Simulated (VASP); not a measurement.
Consider the following.

```
CELL_PARAMETERS angstrom
      1.82528    -3.16148     0.00000
      1.82528     3.16148     0.00000
      0.00000     0.00000     5.63167
ATOMIC_POSITIONS crystal
  Y  0.33333 0.66667 0.25000
  Y  0.66667 0.33333 0.75000
```

Method: PW91 GGA, VASP's PBE PAW potentials (set 64) (plane waves; VASP). Settings: 520 eV cut-off, Gaussian smearing of 0.050 eV, potentials Y_sv.

### Question
Give the energies of bands 9 to 14 at the high-symmetry points, in eV from the Fermi level.

### Answer

| band | Γ | M | K | A | L | H |
|---|---|---|---|---|---|---|
| 9 | -4.66 | -1.67 | -0.73 | -3.18 | -1.64 | -0.38 |
| 10 | -1.83 | -1.20 | -0.68 | -3.18 | -1.64 | -0.38 |
| 11 | 1.08 | -0.80 | -0.68 | 1.02 | 0.10 | -0.38 |
| 12 | 1.72 | -0.10 | -0.45 | 1.02 | 0.10 | -0.38 |
| 13 | 1.72 | 1.39 | 1.11 | 1.61 | 1.44 | 0.44 |
| 14 | 2.16 | 1.49 | 1.11 | 1.61 | 1.44 | 0.44 |

It has no gap at this level: it comes out as a metal or semimetal.

The compound is Y in the hcp structure. It was relaxed first.
